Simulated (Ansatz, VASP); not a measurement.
# GaAs: VASP beside Ansatz

One calculation is typed for both programs; each brings its own data sets. How far apart do they land? The cell is taken from a series of runs on this material, whose earlier steps may have relaxed, scaled, displaced or heated it; both programs get it as it stands.

Program: Ansatz 0.2.0. Level of theory: plane waves, with VASP 6.6.1 beside it; zone-centre phonons at r2SCAN. Results are calculated unless marked as measured.

**1. The starting structure**

Symmetry: F-43m, No. 216, cubic system. Conventional cell: a = 5.667 Å, b = 5.667 Å, c = 5.667 Å, α = 90.00°, β = 90.00°, γ = 90.00°. Ga has 4 As at 2.45 Å nearest. Nearest to As lie 4 Ga at 2.45 Å. Farther neighbours are not listed.

**2. Ansatz: zone-centre phonons, r2SCAN**

Ansatz runs on its default PAW (the set named soft_2) files.

Second derivatives magnify differences that forces hide, and they need a tight electronic threshold.

The input, input.yaml:

```yaml
crystal:
  lattice:
    - [0.0, 2.8335620832, 2.8335620832]
    - [2.8335620832, 0.0, 2.8335620832]
    - [2.8335620832, 2.8335620832, 0.0]
  atoms:
    - { symbol: Ga, position: [0.0, 0.0, 0.0] }
    - { symbol: As, position: [0.25, 0.25, 0.25] }
kpoints:
  mp_grid: { grid: [12, 12, 12] }
hamiltonian:
  xc: r2scan
scf:
  occupations: { method: fixed }
output:
  eigenvalues: true
phonons:
  method: dfpt
  dielectric: true
  rigid_motions: translations
```

On the command line:

```sh
ansatz run input.yaml --threads 4 --pin off --max-ram 7168MiB --backend cpu --events-out ev --progress --plain --runs-dir out
```

Numbers of over 12 decimals in the logs are rounded to 6 here.

Log:

```text
Engine: ansatz 0.2.0, x86_64-unknown-linux-gnu
Pseudopotentials: kind: paw
Pseudopotential: Ga, paw, valence charge 13, recommended cutoff 500 eV (meta_gga), Ga.paw.azcp
Pseudopotential: As, paw, valence charge 15, recommended cutoff 500 eV (meta_gga), As.paw.azcp
Functional definition: r2SCAN
  parameter k0 = 0.174
  parameter k1 = 0.065
  parameter a1 = 4.9479
  exchange = r2scan_x(k0 = k0, k1 = k1, a1 = a1)
  correlation = r2scan_c
Crystal: 2 atoms, lattice volume = 45.502 Å³
Basis set: ecut = 500 eV, 1139 PW (Γ), exchange–correlation on 150×150×150 points (125 copies of the dense FFT grid, shifted against one another)
Bands: 18, of which v1, the nominal top of the filled ones, is band 14 counted from 1 (13 counted from 0)
Symmetry: 24 space group operations
k-points: 280 of 1728 (irreducible under 4 space group operations, time reversal used)
Non-local potential: Ga, projectors of the file, l = 0: 2, l = 1: 2, l = 2: 3, l = 3: 1
Non-local potential: As, projectors of the file, l = 0: 2, l = 1: 2, l = 2: 3, l = 3: 1
PAW form: soft (Blöchl's): semilocal exchange-correlation on the pseudo side does not see the compensation charge
PAW frozen core: Ga, regenerated for the run's functional (the file was generated under x = pbe(κ = 0.804, μ = 0.219515), c = pbe(β = 0.066725))
PAW frozen core: As, regenerated for the run's functional (the file was generated under x = pbe(κ = 0.804, μ = 0.219515), c = pbe(β = 0.066725))
PAW one-centre angular grid: Ga, 590 points (default); XC on 160 Gauss nodes
PAW one-centre angular grid: As, 590 points (default); XC on 160 Gauss nodes
Initial density: superposition of atomic densities (neutral atoms: chi_scale 0, normalization atom), corrected by the library's trained network
Initial wavefunctions: pseudopotential atomic-orbital guess
Functional: x = r2scan, c = r2scan; τ floored in thin density (d = 2e-4 eV/Å³)
SCF iter   1: F=—  HF=-8655.749124 eV  |F-HF|=—  |Δ(HF+E_count)|=         —  Δρ=7.89e-3  dr2=1.07e-2  dr2_τ=4.27e-3  ethr=1.77e-3  ⟨swp⟩=4.4  Hψ=21200  notcnv=0  defer=461
preconditioner: auto → none  [insulator: Δε(μ)=0.893 eV  Ē_g=16.303 eV  n_scr=14 (ndim 8)  ℏωp=23.4 eV  f_vac=0.094  ε∞_Penn≈3.1]
SCF iter   2: F=—  HF=-8655.758184 eV  |F-HF|=—  |Δ(HF+E_count)|=   9.06e-3  Δρ=1.62e-3  dr2=1.44e-3  dr2_τ=3.58e-5  ethr=3.83e-5  ⟨swp⟩=2.8  Hψ=12143  notcnv=0  defer=543
SCF iter   3: F=—  HF=-8655.757755 eV  |F-HF|=—  |Δ(HF+E_count)|=   4.28e-4  Δρ=1.51e-3  dr2=3.85e-4  dr2_τ=3.25e-6  ethr=5.15e-6  ⟨swp⟩=2.0  Hψ=8147  notcnv=0  defer=543
SCF iter   4: F=—  HF=-8655.757941 eV  |F-HF|=—  |Δ(HF+E_count)|=   1.86e-4  Δρ=2.86e-4  dr2=2.27e-5  dr2_τ=4.57e-7  ethr=1.38e-6  ⟨swp⟩=3.0  Hψ=9534  notcnv=0  defer=546
SCF iter   5: F=—  HF=-8655.757933 eV  |F-HF|=—  |Δ(HF+E_count)|=   8.42e-6  Δρ=4.91e-5  dr2=1.34e-6  dr2_τ=1.20e-8  ethr=8.11e-8  ⟨swp⟩=2.0  Hψ=8960  notcnv=0  defer=31
SCF iter   6: F=—  HF=-8655.757931 eV  |F-HF|=—  |Δ(HF+E_count)|=   1.53e-6  Δρ=1.44e-5  dr2=1.14e-7  dr2_τ=2.57e-9  ethr=4.80e-9  ⟨swp⟩=3.0  Hψ=8949  notcnv=0
SCF iter   7: F=—  HF=-8655.757931 eV  |F-HF|=—  |Δ(HF+E_count)|=   9.27e-9  Δρ=3.53e-6  dr2=7.64e-9  dr2_τ=4.99e-11  ethr=4.07e-10  ⟨swp⟩=2.0  Hψ=6088  notcnv=0
SCF iter   8: F=-8655.757931 eV  HF=-8655.757931 eV  |F-HF|=4.00e-11  |Δ(HF+E_count)|=  4.17e-10  Δρ=3.07e-7  dr2=1.64e-11  dr2_τ=1.01e-12  ethr=1.00e-12  ⟨swp⟩=6.3  Hψ=32394  notcnv=0
SCF 1 converged in 8 iterations: F = -8655.757931 eV  dr2 = 1.64e-11
  greatest PAW one-centre occupation: 0.999 electrons in one spin orbital (limit 2), on the As atom at site 1 (counted from 0), in its partial waves of l = 2
NSCF: frozen V_eff on 1 k-points
DFPT response loops at Γ: preconditioner auto → none (the input reference at scf.mixing.eps_inf says where Resta's filter doesn't serve); β = 0.50; Broyden in place of MSR1
── the response to a field inside a basis, on 14×14×14 k-points: an SCF that follows is theirs, and a resumed run solves both again ──
Bands: 15, of which v1, the nominal top of the filled ones, is band 14 counted from 1 (13 counted from 0)
k-points: 280
Initial density: handed on by an earlier stage of this run
Initial wavefunctions: pseudopotential atomic-orbital guess (no wavefunctions were taken with the density)
Eigensolver: Dense (280 Hₖ)
SCF iter   1: F=—  HF=-8655.756104 eV  |F-HF|=—  |Δ(HF+E_count)|=         —  Δρ=6.51e-5  dr2=7.31e-7  dr2_τ=2.28e-7  ethr=1.00e-1
preconditioner: auto → none  [insulator: Δε(μ)=1.025 eV  Ē_g=13.659 eV  n_scr=14 (ndim 8)  ℏωp=23.4 eV  f_vac=0.083  ε∞_Penn≈3.9]
SCF iter   2: F=—  HF=-8655.756106 eV  |F-HF|=—  |Δ(HF+E_count)|=   1.86e-6  Δρ=3.53e-5  dr2=1.94e-7  dr2_τ=2.49e-8  ethr=2.61e-9
SCF iter   3: F=-8655.756107 eV  HF=-8655.756106 eV  |F-HF|=9.39e-8  |Δ(HF+E_count)|=   4.36e-7  Δρ=1.41e-5  dr2=3.20e-8  dr2_τ=4.09e-9  ethr=6.93e-10
SCF 1 converged in 3 iterations: F = -8655.756107 eV  dr2 = 3.20e-8
DFPT response loops at Γ: mixed as the last ones told, above
WARN: field response: ε∞ stands inside a basis, on 14×14×14 points; the force constants stand on the 12×12×12 k-mesh, whose period is 10.41 times the interband length at k = (0.0000, 0.0000, 0.0000), direct gap 0.959 eV, under 14: take them and everything formed from them as unconverged, and compare with a denser kpoints.mp_grid
SCF converged after 8 iterations
Free energy (F): -8655.757931 eV
Harris-Foulkes:  -8655.757931 eV  (|F-HF|=4.00e-11)
Internal energy: -8655.757931 eV  (E = F + TS)
E sigma→0 (E₀):  -8655.757931 eV
Fermi energy:    7.839667 eV
--- Per-component energies (eV) ---
  E_band       = -333.458953
  E_kinetic    = 218.405678
  E_local      = -3929.511007  (includes V_loc(G=0)·N_el)
  E_nonlocal   = -242.912792
  E_hartree    = 1981.241884
  E_xc         = -136.542901
  E_vxc        = -143.825777  (∫ρ·V_xc dr)
  E_paw        = -3851.993179  (= ΣΔE_a)
  E_vpaw       = -205.613078  (= ΣTr[D̂ρ^β])
  E_aug_tail   = -0.000042  (compensation charges beyond the density's cutoff)
  E_vtau       = 7.514413  (kinetic-family band-sum trace: ∫τ·v_τ [+ j·A + Jᵃ·Aᵃ] dr)
  E_ewald      = -2692.335096
  E_core_change = -2.110478  (= ΣΔE_core)
  E_smearing   = -0.000000  (= −TS)
  E_closure    = 0.000000  (closes the sum)
  Σ components = -8655.757931   (vs F -8655.757931, Δ=0.00e0)
--- Band table (eV; the first three rows and the last of 280) ---
  k-point 0: bands = [... 10 lower, -5.3162, 7.8397, 7.8397, 7.8397, 8.7983, 11.8882, 11.8882, 11.8882]
  k-point 1: bands = [... 10 lower, -5.2307, 6.7051, 7.7247, 7.7247, 9.5517, 12.0616, 12.0616, 12.0664]
  k-point 2: bands = [... 10 lower, -4.9819, 5.1525, 7.4523, 7.4523, 9.8346, 12.4526, 12.4526, 12.9263]
  k-point 279: bands = [... 10 lower, -2.6629, 1.0832, 4.2318, 4.4398, 12.8386, 12.9061, 13.7346, 14.3289]
--- Phonons (Γ-DFPT): 2 representative perturbations + reference, on 280 of 1728 k-points (Σ response iterations 11) ---
  k mesh reduced under 4 symmetry operations, with k and −k counted as one. Each operation leaves every solved perturbation unchanged. A smaller set is not considered because the functional reads the kinetic-energy density
  ASR residual: 1.962e-4 → 0.000e0 eV/Å²; symmetrization residual: 2.427e-5 eV/Å²
  ASR residual per site (eV/Å²): 3.40e-5 1.96e-4
  Γ frequencies (cm⁻¹): 0.00 0.00 0.00 265.04 265.04 265.04
  ε∞ (high-frequency dielectric tensor):
       11.637348    -0.000000     0.000000
       -0.000000    11.637348     0.000000
        0.000000     0.000000    11.637348
  ε⁰ (static dielectric tensor: ions relaxed, cell fixed):
       13.601607    -0.000000     0.000000
       -0.000000    13.601607     0.000000
        0.000000     0.000000    13.601607
  ε⁰ − ε∞ (ionic part):
        1.964258     0.000000    -0.000000
        0.000000     1.964258     0.000000
       -0.000000     0.000000     1.964258
  softest optical mode at Γ: 265.04 cm⁻¹; the repairs (sum rule, projections) moved no ω² at Γ by more than (1.13 cm⁻¹)²
  Born effective charges Z* (e; rows j = field, columns β = displacement):
    site 0:
         2.14662    0.00000   -0.00000
        -0.00000    2.14662    0.00000
        -0.00000   -0.00000    2.14662
    site 1:
        -2.14662   -0.00000    0.00000
         0.00000   -2.14662   -0.00000
         0.00000    0.00000   -2.14662
  Z* charge neutrality: 2.235e-4 e pre-enforcement
  solved inside a basis spanned on kpoints, on 14×14×14 k-points transformed towards the longest dipole: ε∞ is read to err by 3.5e-2, Z* by 1.6e-2 e (field_mesh: kpoints solves on kpoints); Z* is corrected for what the basis lacks
  optical modes at Γ without the LO–TO term, one row a degenerate level:
      ω (cm⁻¹)  modes    IR ((D/Å)²/amu)
        265.04      3             8.8310
  optical modes at Γ + LO–TO along q̂ = [1.0000, 0.0000, 0.0000]:
      ω (cm⁻¹)  modes    IR ((D/Å)²/amu)
        265.04      2             5.8874
        286.54      1             2.9437
  optical modes at Γ + LO–TO along q̂ = [0.0000, 1.0000, 0.0000]:
      ω (cm⁻¹)  modes    IR ((D/Å)²/amu)
        265.04      2             5.8874
        286.54      1             2.9437
  optical modes at Γ + LO–TO along q̂ = [0.0000, 0.0000, 1.0000]:
      ω (cm⁻¹)  modes    IR ((D/Å)²/amu)
        265.04      2             5.8874
        286.54      1             2.9437
```

In the SCF lines HF is the Harris–Foulkes energy and dr2 the Hartree energy of the density residual, in eV; the loop may stop once dr2 is under the threshold and the program's other checks hold. Hψ counts applications of the Hamiltonian.

(Part 1 of 2 ends here.)

[Lines on the potential files, build, host, timing and source positions are cut from VASP's logs without a mark.]

[Logs are printed without paths, hosts, clocks, repeated set-up lines and the standing remarks that a program may print on its own settings, such as how far it seeks lower states.]

[Hosts, paths, dates, database ids (printed as entryN), source tags and the programs' standing remarks are cut or masked in the printed files.]
